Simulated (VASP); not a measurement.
# MgH20Cl2O10 in VASP: a series of runs

Runs on MgH20Cl2O10. Level: PBE+D3(BJ). Tasks: single point.

Program: VASP 6.6.1. These are calculated values, not measurements. Logs are shortened: lines on timing, memory, paths and dates and some standing lists are left out, and cuts for length are marked.

### 1 The crystal as given

The cell holds a amorphous, 33 atoms: a = 7.153 Å, b = 7.153 Å, c = 7.153 Å, α = 90.00°, β = 90.00°, γ = 90.00°.

The cell was built by a generator and needn't be a form met in nature.

### 2 Single point, PBE+D3(BJ)

INCAR reads:

```
PREC = Accurate
ENCUT = 520
EDIFF = 1E-7
ISMEAR = -1
SIGMA = 0.02
LREAL = Auto
LASPH = T
NELM = 60
ALGO = Normal
ISIF = 2
LWAVE = F
LCHARG = F
GGA = PE
IVDW = 12
NBANDS = 70
```

KPOINTS reads:

```
Automatic mesh
0
Gamma
  1 1 1
```

POSCAR reads:

```
MgH20Cl2O10
1.0
    7.1530900000      0.0000000000      0.0000000000
    0.0000000000      7.1530900000      0.0000000000
    0.0000000000      0.0000000000      7.1530900000
O H Mg Cl
10 20 1 2
Direct
    0.1954260327      0.2972421709      0.3324157812
    0.0830550154      0.9759838056      0.2332977776
    0.7130904267      0.0157833887      0.0996352625
    0.8099856146      0.6287632338      0.4876493935
    0.6010968686      0.3369872321      0.5742553218
    0.4333651611      0.8120406705      0.2586434674
    0.2934535984      0.4979246731      0.7243443043
    0.0354671897      0.7609298918      0.8515480722
    0.9110887742      0.0309656386      0.5914926277
    0.9426835116      0.3865042939      0.7761261217
    0.2577767091      0.3762010544      0.2363314316
    0.1477263672      0.1773219685      0.2654237539
   -0.0277921849      0.9391465786      0.1636635356
    0.2009481217      0.9014146334      0.2116567805
    0.7139711649      0.1509697208      0.0900589815
    0.6271555370     -0.0208301587     -0.0008387983
    0.8363099024      0.6188234735      0.3617457630
    0.8903844353      0.5476234746      0.5592408316
    0.6610010499      0.4357557363      0.4956179777
    0.6961746602      0.3258172342      0.6755402211
    0.5284709126      0.9045601272      0.2146484946
    0.4683430517      0.6901353122      0.2000254435
    0.3819048831      0.5066062359      0.8289424570
    0.1835011163      0.5704807293      0.7728128683
    0.1309643804      0.8509888733      0.8246226456
   -0.0711161190      0.8091328363      0.7727569484
    0.7836892867      0.0597364216      0.5549210201
    0.9804434168     -0.0033132534      0.4741727002
    0.9574323824      0.2456560731      0.7718901901
    0.8780121598      0.4091658290      0.9023792515
    0.3350859559      0.2577207892      0.5683977134
    0.3992540287      0.0389621828      0.7838151065
    0.6629163061      0.4702023881      0.1064854489
```

Potentials or basis: VASP PAW PBE potentials, release 64 (O, H, Mg, Cl).

On the command line:

```console
> cat potpaw_PBE.64/O/POTCAR potpaw_PBE.64/H/POTCAR potpaw_PBE.64/Mg/POTCAR potpaw_PBE.64/Cl/POTCAR > POTCAR
> mpirun -np 1 vasp_gam > vasp.out
```

OUTCAR:

```text
PREC = Accurate
   ENCUT = 520
   EDIFF = 1E-7
   ISMEAR = -1
   LREAL = Auto
   LASPH = T
   NELM = 60
   ISIF = 2
   GGA = PE
   IVDW = 12
 IVDW          = 12

 ion  position               nearest neighbor table
   1  0.195  0.297  0.332-  11 1.00  12 1.04  31 1.98
   2  0.083  0.976  0.233-  13 0.97  14 1.01
   3  0.713  0.016  0.100-  15 0.97  16 0.98
   4  0.810  0.629  0.488-  17 0.92  18 0.96
   5  0.601  0.337  0.574-  20 1.00  19 1.00  31 1.99
   6  0.433  0.812  0.259-  22 1.00  21 1.00
   7  0.293  0.498  0.724-  23 0.98  24 1.00  31 2.07
   8  0.035  0.761  0.852-  25 0.96  26 1.01
   9  0.911  0.031  0.591-  27 0.97  28 1.01
  10  0.943  0.387  0.776-  29 1.01  30 1.03
  11  0.258  0.376  0.236-   1 1.00
  12  0.148  0.177  0.265-   1 1.04
  13  0.972  0.939  0.164-   2 0.97
  14  0.201  0.901  0.212-   2 1.01
  15  0.714  0.151  0.090-   3 0.97
  16  0.627  0.979  0.999-   3 0.98
[... 12 lines left out ...]
  29  0.957  0.246  0.772-  10 1.01
  30  0.878  0.409  0.902-  10 1.03
  31  0.335  0.258  0.568-   1 1.98   5 1.99   7 2.07  32 2.24
  32  0.399  0.039  0.784-  31 2.24
  33  0.663  0.470  0.106-

  LATTYP: Found a simple cubic cell.
 ALAT       =     7.1530900000

  Lattice vectors:

 A1 = (   7.1530900000,   0.0000000000,   0.0000000000)
 A2 = (   0.0000000000,   7.1530900000,   0.0000000000)
 A3 = (   0.0000000000,   0.0000000000,   7.1530900000)

Analysis of symmetry for initial positions (statically):
=====================================================================
 Subroutine PRICEL returns:
 Original cell was already a primitive cell.

 Routine SETGRP: Setting up the symmetry group for a
 simple cubic supercell.

 Subroutine GETGRP returns: Found  1 space group operations
 (whereof  1 operations were pure point group operations)
 out of a pool of 48 trial point group operations.

The static configuration has the point symmetry C_1 .

Analysis of symmetry for dynamics (positions and initial velocities):
=====================================================================
 Subroutine PRICEL returns:
 Original cell was already a primitive cell.

 Routine SETGRP: Setting up the symmetry group for a
 simple cubic supercell.

 Subroutine GETGRP returns: Found  1 space group operations
 (whereof  1 operations were pure point group operations)
 out of a pool of 48 trial point group operations.

The dynamic configuration has the point symmetry C_1 .

 Subroutine INISYM returns: Found  1 space group operations
 (whereof  1 operations are pure point group operations),
 and found     1 'primitive' translations

----------------------------------------------------------------------------------------

                                     Primitive cell

  volume of cell :     366.0000

  direct lattice vectors                    reciprocal lattice vectors
     7.153090000  0.000000000  0.000000000     0.139799723  0.000000000  0.000000000
     0.000000000  7.153090000  0.000000000     0.000000000  0.139799723  0.000000000
     0.000000000  0.000000000  7.153090000     0.000000000  0.000000000  0.139799723

  length of vectors
     7.153090000  7.153090000  7.153090000     0.139799723  0.139799723  0.139799723

  position of ions in fractional coordinates (direct lattice)
     0.195426033  0.297242171  0.332415781
     0.083055015  0.975983806  0.233297778
     0.713090427  0.015783389  0.099635263
     0.809985615  0.628763234  0.487649393
     0.601096869  0.336987232  0.574255322
     0.433365161  0.812040670  0.258643467
[... 25 lines left out ...]
     0.399254029  0.038962183  0.783815107
     0.662916306  0.470202388  0.106485449

  ion indices of the primitive-cell ions
   primitive index   ion index
                 1           1
                 2           2
                 3           3
                 4           4
                 5           5
                 6           6
[... 25 lines left out ...]
                32          32
                33          33

----------------------------------------------------------------------------------------

 KPOINTS: Automatic mesh

Automatic generation of k-mesh.
 Grid dimensions read from file:
 generate k-points for:    1    1    1

 Generating k-lattice:

  Cartesian coordinates                     Fractional coordinates (reciprocal lattice)
     0.139799723  0.000000000  0.000000000     1.000000000  0.000000000  0.000000000
     0.000000000  0.139799723  0.000000000     0.000000000  1.000000000  0.000000000
     0.000000000  0.000000000  0.139799723     0.000000000  0.000000000  1.000000000

  Length of vectors
     0.139799723  0.139799723  0.139799723

  Shift w.r.t. Gamma in fractional coordinates (k-lattice)
     0.000000000  0.000000000  0.000000000

 Subroutine IBZKPT returns following result:
 ===========================================

 Found      1 irreducible k-points:

 Following reciprocal coordinates:
            Coordinates               Weight
  0.000000  0.000000  0.000000      1.000000
   k-points           NKPTS =      1   k-points in BZ     NKDIM =      1   number of bands    NBANDS=     70
   number of dos      NEDOS =    301   number of ions     NIONS =     33
   total plane-waves  NPLWV = 157464
   dimension x,y,z NGX =    54 NGY =   54 NGZ =   54
   dimension x,y,z NGXF=   108 NGYF=  108 NGZF=  108
   ions per type =              10  20   1   2
   NGX,Y,Z   is equivalent  to a cutoff of  12.55, 12.55, 12.55 a.u.
   NGXF,Y,Z  is equivalent  to a cutoff of  25.10, 25.10, 25.10 a.u.
 SYSTEM =  unknown system
   PREC   = accura    normal or accurate (medium, high low for compatibility)
   ISTART =      0    job   : 0-new  1-cont  2-samecut
   ICHARG =      2    charge: 1-file 2-atom 10-const
   ISPIN  =      1    spin polarized calculation?
   LNONCOLLINEAR =      F non collinear calculations
   LSORBIT =      F    spin-orbit coupling
   LASPH  =      T    aspherical Exc in radial PAW
   ENCUT  =  520.0 eV  38.22 Ry    6.18 a.u.  13.30 13.30 13.30*2*pi/ulx,y,z
   NELM   =     60;   NELMIN=  2; NELMDL= -5     # of ELM steps
   EDIFF  = 0.1E-06   stopping-criterion for ELM
   LREAL  =      T    real-space projection
   EDIFFG = 0.1E-05   stopping-criterion for IOM
   NSW    =      0    number of steps for IOM
   IBRION =     -1    ionic relax: 0-MD 1-quasi-New 2-CG
   NFREE  =      0    steps in history (QN), initial steepest desc. (CG)
   ISIF   =      2    stress and relaxation
   ISYM   =      2    0-nonsym 1-usesym 2-fastsym
   POTIM  = 0.5000    time-step for ionic-motion
   TEBEG  =    0.0;   TEEND  =   0.0 temperature during run
   PSTRESS=    0.0 pullay stress
   NELECT =      96.0000    total number of electrons
   NUPDOWN=      -1.0000    fix difference up-down
   EMIN   =  10.00;   EMAX   =-10.00  energy-range for DOS
   EFERMI =   0.00;   METHOD = LEGACY
   ISMEAR =    -1;   SIGMA  =   0.02  broadening in eV -4-tet -1-fermi 0-gaus
   EFERMI_NEDOS =   21; number of points for ismear=-14 and -15
   IALGO  =     38    algorithm
   IMIX   =      4    mixing-type and parameters
     AMIX     =   0.40;   BMIX     =  1.00
     AMIX_MAG =   1.60;   BMIX_MAG =  1.00
  volume/ion in A,a.u.               =      11.09        74.85
  Fermi-wavevector in a.u.,A,eV,Ry     =   1.047944  1.980328 14.941746  1.098187
  Thomas-Fermi vector in A             =   2.182846
   LORBIT       =      0    0 simple, 1 ext, 2 COOP (PROOUT), +10 PAW based schemes
   GGA     = PE    functional components
   LHFCALC =     F    Hartree Fock is set to
   AEXX    =    0.0000 exact exchange contribution
   IVDW    =    12    specifies the selected vdW correction
   LEPSILON=     F    determine dielectric tensor
   LRPA    =     F    only Hartree local field effects (RPA)
 non-spin polarized calculation
  energy-cutoff  :      520.00
  volume of cell :      366.00
 maximum number of plane-waves:      4898
 NGX is ok and might be reduce to    54
   NGX = 27   NGY = 27   NGZ = 27

 number of electron      95.9999986 magnetization

 Free energy of the ion-electron system (eV)
  ---------------------------------------------------
  ext. energy  EPLUGINS =         0.00000000
  ---------------------------------------------------
  free energy    TOTEN  =      -156.13706781 eV

  energy without entropy =     -156.13706781  energy(sigma->0) =     -156.13706781

 E-fermi :  -1.9818     XC(G=0):  -7.1498

 val. band max:       -2.4612586342   @ k =   0.0000   0.0000   0.0000
 cond. band min:       1.5861690764   @ k =   0.0000   0.0000   0.0000
 fundamental gap:      4.0474277106
 Fermi energy:        -1.9817967284

 k-point     1 :       0.0000    0.0000    0.0000
  band No.  band energies     occupation
      1     -22.4705      2.00000
      2     -22.0574      2.00000
      3     -21.8790      2.00000
      4     -21.6316      2.00000
      5     -21.6100      2.00000
      6     -21.3917      2.00000
[... 52 lines left out ...]
     59       6.3844      0.00000
     60       6.5408      0.00000
 [bands above 60 left out]

------------------------ aborting loop because EDIFF is reached ----------------------------------------

 Edisp (eV)   -1.56870

 E8    (eV) :    -0.3854

  FORCE on cell =-STRESS in cart. coord.  units (eV):
  Direction    XX          YY          ZZ          XY          YZ          ZX
  --------------------------------------------------------------------------------------
  -------------------------------------------------------------------------------------
  Total      -2.11605     0.45944    -0.00151     2.31971    -1.45941    -0.63631
  in kB      -9.26310     2.01120    -0.00662    10.15462    -6.38863    -2.78547
  external pressure =       -2.42 kB  Pullay stress =        0.00 kB

 VOLUME and BASIS-vectors are now :
 -----------------------------------------------------------------------------
  energy-cutoff  :      520.00
  volume of cell :      366.00
      direct lattice vectors                 reciprocal lattice vectors
     7.153090000  0.000000000  0.000000000     0.139799723  0.000000000  0.000000000
     0.000000000  7.153090000  0.000000000     0.000000000  0.139799723  0.000000000
     0.000000000  0.000000000  7.153090000     0.000000000  0.000000000  0.139799723

 POSITION                                       TOTAL-FORCE (eV/Angst)
 -----------------------------------------------------------------------------------
      1.39790      2.12620      2.37780         0.600899      0.223074     -0.826400
      0.59410      6.98130      1.66880         0.825202      0.334229      0.712906
      5.10080      0.11290      0.71270         0.075002     -0.541738     -0.037615
      5.79390      4.49760      3.48820        -1.145373      0.617978      2.623410
      4.29970      2.41050      4.10770         0.779423     -0.324901     -0.274874
      3.09990      5.80860      1.85010        -0.447509     -0.007379     -0.392573
[... 25 lines left out ...]
      2.85590      0.27870      5.60670        -0.269795     -0.708458      0.370584
      4.74190      3.36340      0.76170        -0.236714     -0.267079     -0.266747
 -----------------------------------------------------------------------------------
    total drift:                               -0.003744     -0.004805      0.003242

  FREE ENERGIE OF THE ION-ELECTRON SYSTEM (eV)
  ---------------------------------------------------
  free  energy   TOTEN  =      -157.7057679084 eV

  energy  without entropy=     -157.7057679083  energy(sigma->0) =     -157.70576791
```

It took 1.7 min on 1 thread of AMD EPYC, shared host; peak memory 0.34 GiB.

What came out:

```
Free energy                : -157.7058 eV
Pressure                   : -0.2 GPa
Largest force              : 3.096 eV/Å
Band gap on the k mesh     : 4.05 eV, direct
Dispersion energy per atom : -0.048 eV
```

Forces on the atoms (eV/Å):
```
O    0.601  0.223 -0.826
O    0.825  0.334  0.713
O    0.075 -0.542 -0.038
O   -1.145  0.618  2.623
O    0.779 -0.325 -0.275
O   -0.448 -0.007 -0.393
O   -0.075  0.305  0.611
O   -1.411 -0.339 -0.328
O    0.776  0.018 -0.266
O   -1.064 -1.758  1.304
H   -0.343 -0.525  0.597
H   -0.114  0.140  0.206
H   -0.118 -0.222 -0.610
H   -0.437 -0.152 -0.005
H   -0.138  0.824  0.194
H    0.204  0.068 -0.362
H    0.703 -0.379 -2.991
H    0.707 -0.287  0.299
H   -0.259  0.311  0.044
H   -0.496  0.073 -0.229
H   -0.152 -0.609  0.328
H    0.241  0.688  0.282
H    0.286 -0.096 -0.354
H   -0.104 -0.258 -0.464
H    0.891  0.867 -0.118
H    0.968 -0.449  0.501
H   -0.126 -0.053 -0.259
H   -0.651  0.031  0.520
H   -0.078  1.200 -0.261
H    0.447  0.167 -1.068
Mg   0.162  1.110  0.522
Cl  -0.270 -0.708  0.371
Cl  -0.237 -0.267 -0.267
```

Stress tensor (GPa, compression positive):
```
-0.93  1.02 -0.28
 1.02  0.20 -0.64
-0.28 -0.64  0.00
```

[end of part 1 of 2]
